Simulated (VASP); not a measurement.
# SnAs (Fm-3m) in VASP: density of states with LDA

Aim: the density of states of SnAs with LDA.

Program: VASP 6.6.1. These are calculated values, not measurements. Logs are shortened: lines on timing, memory, paths and dates and some standing lists are left out, and cuts for length are marked.

## Step 1: The structure

The structure is cubic, space group Fm-3m (No. 225). The conventional cell has a = 5.662 Å, b = 5.662 Å, c = 5.662 Å, α = 90.00°, β = 90.00°, γ = 90.00°. Sn (site symmetry m-3m) has 6 As at 2.83 Å as nearest neighbours. As (site symmetry m-3m) is surrounded by 6 Sn at 2.83 Å.

## Step 2: Density of states, LDA

POSCAR reads:

```
SnAs                                    
1.0
   -0.0000000000      2.8311430474      2.8311430474
    2.8311430474      0.0000000000      2.8311430474
    2.8311430474      2.8311430474     -0.0000000000
  Sn              As            
     1     1
Direct
     0.0000000000000000    0.0000000000000000    0.0000000000000000
     0.5000000000000000    0.5000000000000000    0.5000000000000000
```

INCAR.step1 reads:

```
ALGO = Normal
EDIFF = 1E-7
ENCUT = 350
ISIF = 2
ISMEAR = 0
LASPH = T
LCHARG = T
LREAL = F
LWAVE = F
NBANDS = 16
NELM = 60
PREC = Accurate
SIGMA = 0.1
```

KPOINTS.step1 reads:

```
k-points
0
Gamma
  6 6 6
```

INCAR.step2 reads:

```
ALGO = Normal
EDIFF = 1E-7
ENCUT = 350
ICHARG = 11
ISIF = 2
ISMEAR = -5
LASPH = T
LCHARG = F
LORBIT = 11
LREAL = F
LWAVE = F
NBANDS = 16
NEDOS = 1001
NELM = 60
PREC = Accurate
SIGMA = 0.1
```

KPOINTS.step2 reads:

```
k-points
0
Gamma
  9 9 9
```

Potentials or basis: VASP PAW LDA potentials, release 64 (Sn_d, As).

The run is started by

```bash
$ cat potpaw_LDA.64/Sn_d/POTCAR potpaw_LDA.64/As/POTCAR > POTCAR
$ cp INCAR.step1 INCAR
$ cp KPOINTS.step1 KPOINTS
$ mpirun -np 1 vasp_std > vasp.out
$ cp INCAR.step2 INCAR
$ cp KPOINTS.step2 KPOINTS
$ mpirun -np 1 vasp_std > vasp.out
```

OUTCAR:

```text
EDIFF = 1E-7
   ENCUT = 350
   ICHARG = 11
   ISIF = 2
   ISMEAR = -5
   LASPH = T
   LORBIT = 11
   LREAL = F
   NELM = 60
   PREC = Accurate

 ion  position               nearest neighbor table
   1  0.000  0.000  0.000-   2 2.83   2 2.83   2 2.83   2 2.83   2 2.83   2 2.83
   2  0.500  0.500  0.500-   1 2.83   1 2.83   1 2.83   1 2.83   1 2.83   1 2.83

  LATTYP: Found a face centered cubic cell.
 ALAT       =     5.6622860948

  Lattice vectors:

 A1 = (   0.0000000000,   2.8311430474,   2.8311430474)
 A2 = (   2.8311430474,   0.0000000000,   2.8311430474)
 A3 = (   2.8311430474,   2.8311430474,   0.0000000000)

Analysis of symmetry for initial positions (statically):
=====================================================================
 Subroutine PRICEL returns:
 Original cell was already a primitive cell.

 Routine SETGRP: Setting up the symmetry group for a
 face centered cubic supercell.

 Subroutine GETGRP returns: Found 48 space group operations
 (whereof 48 operations were pure point group operations)
 out of a pool of 48 trial point group operations.

The static configuration has the point symmetry O_h .

Analysis of symmetry for dynamics (positions and initial velocities):
=====================================================================
 Subroutine PRICEL returns:
 Original cell was already a primitive cell.

 Routine SETGRP: Setting up the symmetry group for a
 face centered cubic supercell.

 Subroutine GETGRP returns: Found 48 space group operations
 (whereof 48 operations were pure point group operations)
 out of a pool of 48 trial point group operations.

The dynamic configuration has the point symmetry O_h .

 Subroutine INISYM returns: Found 48 space group operations
 (whereof 48 operations are pure point group operations),
 and found     1 'primitive' translations

----------------------------------------------------------------------------------------

                                     Primitive cell

  volume of cell :      45.3853

  direct lattice vectors                    reciprocal lattice vectors
     0.000000000  2.831143047  2.831143047    -0.176607113  0.176607113  0.176607113
     2.831143047  0.000000000  2.831143047     0.176607113 -0.176607113  0.176607113
     2.831143047  2.831143047  0.000000000     0.176607113  0.176607113 -0.176607113

  length of vectors
     4.003840895  4.003840895  4.003840895     0.305892493  0.305892493  0.305892493

  position of ions in fractional coordinates (direct lattice)
     0.000000000  0.000000000  0.000000000
     0.500000000  0.500000000  0.500000000

  ion indices of the primitive-cell ions
   primitive index   ion index
                 1           1
                 2           2

----------------------------------------------------------------------------------------

 KPOINTS: k-points

Automatic generation of k-mesh.
 Grid dimensions read from file:
 generate k-points for:    9    9    9

 Generating k-lattice:

  Cartesian coordinates                     Fractional coordinates (reciprocal lattice)
    -0.019623013  0.019623013  0.019623013     0.111111111  0.000000000  0.000000000
     0.019623013 -0.019623013  0.019623013     0.000000000  0.111111111  0.000000000
     0.019623013  0.019623013 -0.019623013     0.000000000  0.000000000  0.111111111

  Length of vectors
     0.033988055  0.033988055  0.033988055

  Shift w.r.t. Gamma in fractional coordinates (k-lattice)
     0.000000000  0.000000000  0.000000000

 TETIRR: Found    115 inequivalent tetrahedra from     4374

 Subroutine IBZKPT returns following result:
 ===========================================

 Found     35 irreducible k-points:

 Following reciprocal coordinates:
            Coordinates               Weight
  0.000000  0.000000  0.000000      1.000000
  0.111111  0.000000  0.000000      8.000000
  0.222222  0.000000  0.000000      8.000000
  0.333333  0.000000  0.000000      8.000000
  0.444444  0.000000  0.000000      8.000000
  0.111111  0.111111  0.000000      6.000000
[... 16 lines left out ...]
 -0.333333  0.333333  0.000000     12.000000
  0.444444  0.444444  0.000000      6.000000
 [... further k-points ...]
   k-points           NKPTS =     35   k-points in BZ     NKDIM =     35   number of bands    NBANDS=     16
   number of dos      NEDOS =   1001   number of ions     NIONS =      2
   total plane-waves  NPLWV =  13824
   dimension x,y,z NGX =    24 NGY =   24 NGZ =   24
   dimension x,y,z NGXF=    48 NGYF=   48 NGZF=   48
   ions per type =               1   1
   NGX,Y,Z   is equivalent  to a cutoff of   9.97,  9.97,  9.97 a.u.
   NGXF,Y,Z  is equivalent  to a cutoff of  19.93, 19.93, 19.93 a.u.
 SYSTEM =  unknown system
   PREC   = accura    normal or accurate (medium, high low for compatibility)
   ISTART =      0    job   : 0-new  1-cont  2-samecut
   ICHARG =     11    charge: 1-file 2-atom 10-const
   ISPIN  =      1    spin polarized calculation?
   LNONCOLLINEAR =      F non collinear calculations
   LSORBIT =      F    spin-orbit coupling
   LASPH  =      T    aspherical Exc in radial PAW
   ENCUT  =  350.0 eV  25.72 Ry    5.07 a.u.   6.11  6.11  6.11*2*pi/ulx,y,z
   NELM   =     60;   NELMIN=  2; NELMDL=  0     # of ELM steps
   EDIFF  = 0.1E-06   stopping-criterion for ELM
   LREAL  =      F    real-space projection
   EDIFFG = 0.1E-05   stopping-criterion for IOM
   NSW    =      0    number of steps for IOM
   IBRION =     -1    ionic relax: 0-MD 1-quasi-New 2-CG
   NFREE  =      0    steps in history (QN), initial steepest desc. (CG)
   ISIF   =      2    stress and relaxation
   ISYM   =      2    0-nonsym 1-usesym 2-fastsym
   POTIM  = 0.5000    time-step for ionic-motion
   TEBEG  =    0.0;   TEEND  =   0.0 temperature during run
   PSTRESS=    0.0 pullay stress
   NELECT =      19.0000    total number of electrons
   NUPDOWN=      -1.0000    fix difference up-down
   EMIN   =  10.00;   EMAX   =-10.00  energy-range for DOS
   EFERMI =   0.00;   METHOD = LEGACY
   ISMEAR =    -5;   SIGMA  =   0.10  broadening in eV -4-tet -1-fermi 0-gaus
   EFERMI_NEDOS =   21; number of points for ismear=-14 and -15
   IALGO  =     38    algorithm
   IMIX   =      4    mixing-type and parameters
     AMIX     =   0.40;   BMIX     =  1.00
     AMIX_MAG =   1.60;   BMIX_MAG =  1.00
  volume/ion in A,a.u.               =      22.69       153.14
  Fermi-wavevector in a.u.,A,eV,Ry     =   1.224675  2.314300 20.406414  1.499829
  Thomas-Fermi vector in A             =   2.359741
   LORBIT       =     11    0 simple, 1 ext, 2 COOP (PROOUT), +10 PAW based schemes
   GGA     = CA    functional components
   LHFCALC =     F    Hartree Fock is set to
   AEXX    =    0.0000 exact exchange contribution
   IVDW    =     0    specifies the selected vdW correction
   LEPSILON=     F    determine dielectric tensor
   LRPA    =     F    only Hartree local field effects (RPA)
 non-spin polarized calculation
 Fermi weights with tetrahedron method with Bloechl corrections
  energy-cutoff  :      350.00
  volume of cell :       45.39
 maximum number of plane-waves:       684

 number of electron      19.0000004 magnetization

 Free energy of the ion-electron system (eV)
  ---------------------------------------------------
  ext. energy  EPLUGINS =         0.00000000
  ---------------------------------------------------
  free energy    TOTEN  =       -10.05347217 eV

  energy without entropy =      -10.05347217  energy(sigma->0) =      -10.05347217

 E-fermi :   7.3150     XC(G=0): -10.6842

 val. band max:        6.9631577747   @ k =   0.2222   0.2222   0.0000
 cond. band min:       7.0691435347   @ k =   0.1111   0.0000   0.0000
 fundamental gap:      0.1059857600
 Fermi energy:         7.3150486181

 k-point     1 :       0.0000    0.0000    0.0000
  band No.  band energies     occupation
      1     -14.1718      2.00000
      2     -14.1718      2.00000
      3     -14.1518      2.00000
      4     -14.1518      2.00000
      5     -14.1518      2.00000
      6      -6.1483      2.00000
[... 8 lines left out ...]
     15      13.3851      0.00000
     16      13.3851      0.00000

 k-point     2 :       0.1111    0.0000    0.0000
  band No.  band energies     occupation
      1     -14.1733      2.00000
      2     -14.1733      2.00000
      3     -14.1517      2.00000
      4     -14.1498      2.00000
      5     -14.1498      2.00000
      6      -5.9956      2.00000
[... 8 lines left out ...]
     15      13.7494      0.00000
     16      13.7494      0.00000

 k-point     3 :       0.2222    0.0000    0.0000
  band No.  band energies     occupation
      1     -14.1777      2.00000
      2     -14.1777      2.00000
      3     -14.1507      2.00000
      4     -14.1426      2.00000
      5     -14.1426      2.00000
      6      -5.5470      2.00000
[... 8 lines left out ...]
     15      14.6564      0.00000
     16      14.6564      0.00000

 k-point     4 :       0.3333    0.0000    0.0000
  band No.  band energies     occupation
      1     -14.1834      2.00000
      2     -14.1834      2.00000
      3     -14.1496      2.00000
      4     -14.1339      2.00000
      5     -14.1339      2.00000
      6      -4.8496      2.00000
[... 8 lines left out ...]
     15      16.0543      0.00000
     16      16.0543      0.00000
[... 324 lines left out ...]
 k-point    22 :      -0.4444    0.3333    0.0000
  band No.  band energies     occupation
      1     -14.2167      2.00000
      2     -14.1662      2.00000
      3     -14.1561      2.00000
      4     -14.1240      2.00000
      5     -14.1193      2.00000
      6      -3.3835      2.00000
[... 8 lines left out ...]
     15      18.4145      0.00000
     16      18.5171      0.00000

 k-point    23 :      -0.3333    0.3333    0.0000
  band No.  band energies     occupation
      1     -14.2068      2.00000
      2     -14.1740      2.00000
      3     -14.1459      2.00000
      4     -14.1314      2.00000
      5     -14.1235      2.00000
      6      -3.4005      2.00000
[... 8 lines left out ...]
     15      16.9026      0.00000
     16      17.4719      0.00000

 k-point    24 :       0.4444    0.4444    0.0000
  band No.  band energies     occupation
      1     -14.2288      2.00000
      2     -14.1671      2.00000
      3     -14.1563      2.00000
      4     -14.1158      2.00000
      5     -14.1158      2.00000
      6      -3.5266      2.00000
[... 8 lines left out ...]
     15      18.9515      0.00000
     16      21.0135      0.00000

 [... further k-points ...]

------------------------ aborting loop because EDIFF is reached ----------------------------------------

  FORCE on cell =-STRESS in cart. coord.  units (eV):
  Direction    XX          YY          ZZ          XY          YZ          ZX
  --------------------------------------------------------------------------------------
  -------------------------------------------------------------------------------------
  Total       -0.1871414     -0.1871414     -0.1871414      0.0000000      0.0000000      0.0000000
  in kB       -6.6064014     -6.6064014     -6.6064014      0.0000000      0.0000000      0.0000000
  external PRESSURE =      -6.6064014 kB  Pullay stress =       0.0000000 kB

 VOLUME and BASIS-vectors are now :
 -----------------------------------------------------------------------------
  energy-cutoff  :      350.00
  volume of cell :       45.39
      direct lattice vectors                 reciprocal lattice vectors
     0.000000000  2.831143047  2.831143047    -0.176607113  0.176607113  0.176607113
     2.831143047  0.000000000  2.831143047     0.176607113 -0.176607113  0.176607113
     2.831143047  2.831143047  0.000000000     0.176607113  0.176607113 -0.176607113

 POSITION                                       TOTAL-FORCE (eV/Angst)
 -----------------------------------------------------------------------------------
      0.00000      0.00000      0.00000         0.000000      0.000000      0.000000
      2.83114      2.83114      2.83114         0.000000      0.000000      0.000000
 -----------------------------------------------------------------------------------
    total drift:                                0.000000     -0.000000     -0.000000

  FREE ENERGIE OF THE ION-ELECTRON SYSTEM (eV)
  ---------------------------------------------------
  free  energy   TOTEN  =       -10.0534721734 eV

  energy  without entropy=      -10.0534721734  energy(sigma->0) =      -10.05347217

 total charge

# of ion       s       p       d       tot
------------------------------------------
    1        1.238   0.978  10.019  12.235
    2        1.271   1.477   0.036   2.784
--------------------------------------------------
tot          2.509   2.455  10.055  15.019
```

Wall time 8.3 s (1 thread of AMD EPYC 9R45 (Zen 5), shared host); peak memory 0.1 GiB.

What came out:

```yaml
Valence_electrons_inside_the_program's_atomic_spheres: Sn 12.23; As 2.78
```

Levels at points of the mesh, in eV from the Fermi level:
| k point | band 7 | band 8 | band 9 | band 10 | band 11 | band 12 | band 13 | band 14 |
| --- | --- | --- | --- | --- | --- | --- | --- | --- |
| (0.00, 0.00, 0.00) | -2.57 | -1.15 | -1.15 | -1.15 | 5.54 | 5.54 | 5.54 | 6.07 |

States per cell in windows of 1 eV (zero at the Fermi level; states under -8 eV left out):
```csv
from (eV),total,As2_p,Sn1_p,Sn1_s,Sn1_d,As2_s,As2_d
-8.0,0.99,0.08,0.02,0.46,0.00,0.06,0.00
-7.0,0.54,0.05,0.01,0.22,0.00,0.08,0.00
-6.0,0.39,0.06,0.05,0.07,0.00,0.04,0.00
-5.0,0.68,0.14,0.12,0.04,0.01,0.02,0.00
-4.0,1.05,0.25,0.20,0.03,0.01,0.01,0.00
-3.0,1.18,0.32,0.21,0.03,0.02,0.02,0.01
-2.0,1.22,0.37,0.18,0.05,0.03,0.02,0.01
-1.0,0.74,0.20,0.11,0.08,0.02,0.02,0.01
0.0,0.92,0.18,0.16,0.12,0.02,0.04,0.02
1.0,0.30,0.03,0.10,0.01,0.01,0.01,0.01
2.0,1.23,0.14,0.41,0.03,0.03,0.05,0.04
3.0,1.27,0.17,0.26,0.04,0.07,0.03,0.05
4.0,1.30,0.25,0.26,0.06,0.05,0.02,0.05
5.0,1.14,0.22,0.20,0.03,0.05,0.01,0.05
6.0,1.37,0.24,0.28,0.02,0.08,0.01,0.05
7.0,1.40,0.21,0.29,0.01,0.11,0.01,0.06
```

Caveat: tetrahedron occupations give inexact forces and stress in metals.
